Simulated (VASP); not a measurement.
Runs of VASP 6.6.1 on Be2Si. It takes space group Fm-3m (No. 225, cubic). The conventional cell has a = 5.280 Å, b = 5.280 Å, c = 5.280 Å, α = 90.00°, β = 90.00°, γ = 90.00°. Si (site symmetry m-3m) has 8 Be at 2.29 Å as nearest neighbours. Be (site symmetry -43m) is surrounded by 4 Si at 2.29 Å. The cell comes from a database or a generator and needn't be the stable form of this composition.

```csv
task,level,potentials or basis,cell,k mesh,cutoff (eV),smearing,ions in elastic constants,atoms held fixed (from 0),other keys,gap on the mesh (eV),pressure (GPa)
single point,PBE,"VASP PAW PBE potentials, release 64 (Si, Be)",as given,9 × 9 × 9,500,gaussian 0.1 eV,-,-,-,none,0.2
electrostatic potential,PBEsol+D4,"VASP PAW PBE potentials, release 64 (Si, Be_sv)","atoms moved at random, drawn with an rms of 0.02 Å",9 × 9 × 9,520,gaussian 0.05 eV,-,-,-,none,37.9
relaxation of the atoms,PBE,"VASP PAW PBE potentials, release 64 (Si_GW, Be_GW)","atoms relaxed from: atoms moved at random, drawn with an rms of 0.05 Å",9 × 9 × 9,550,fermi-dirac 0.1 eV,-,[0],-,none,0.3
relaxation of the atoms,AM05+D4,"VASP PAW PBE potentials, release 64 (Si, Be)",atoms relaxed from: volume scaled by 1.04,9 × 9 × 9,520,fermi-dirac 0.02 eV,-,[0],ALGO = Normal,none,-6.3
single point,r2SCAN+rVV10,"VASP PAW PBE potentials, release 64 (Si, Be_sv)",as given,9 × 9 × 9,520,gaussian 0.1 eV,-,-,ISYM = 1,none,0.1
single point,LDA,"VASP PAW LDA potentials, release 54 (Si, Be)",as given,9 × 9 × 9,520,gaussian 0.05 eV,-,-,-,none,(a)
```

Alike in all rows: no spin polarisation.

Task: Estimate the missing entries.

Result: (a) -3.6.

Caveats: the PAW data sets were made with another functional, which shifts forces and pressure a little (some runs); pairwise dispersion overbinds metals, which lowers pressure and volume (some runs); the relaxation stopped at its first step, so nothing moved (some runs).

A gap of «none» marks a metal or a gap under the smearing width.

The runs don't all hold the same shells in valence.
